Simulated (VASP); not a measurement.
Consider the following.

```yaml
crystal:
  lattice:
    - [0.00000, 3.26349, 3.26349]
    - [3.26349, 0.00000, 3.26349]
    - [3.26349, 3.26349, 0.00000]
  atoms:
    - { symbol: Rh, position: [0.00000, 0.00000, 0.00000] }
    - { symbol: Pt, position: [0.50000, 0.50000, 0.50000] }
    - { symbol: Pt, position: [0.25000, 0.25000, 0.25000] }
    - { symbol: Pt, position: [0.75000, 0.75000, 0.75000] }
```

All values below come from PBE GGA, VASP's PBE PAW potentials (set 64) (plane waves; VASP). Settings: 300 eV cut-off, 6×6×6 Γ-centred mesh, Fermi-Dirac smearing of 0.14 eV, potentials Rh_pv Pt.

At this cut-off the stress carries a Pulay error, which pulls relaxed volumes low.

Give the stress tensor in GPa (positive for a compressed cell).

```
-19.92    0.00    0.00
  0.00  -19.92    0.00
  0.00    0.00  -19.92
```
The pressure is its mean diagonal, -19.92 GPa.

The structure was generated: Pt3Rh was put into an ordered model structure, which need not be its known phase. The cell was not relaxed at this level. The electron count is odd and the run is not spin-polarised, which forces a metal.
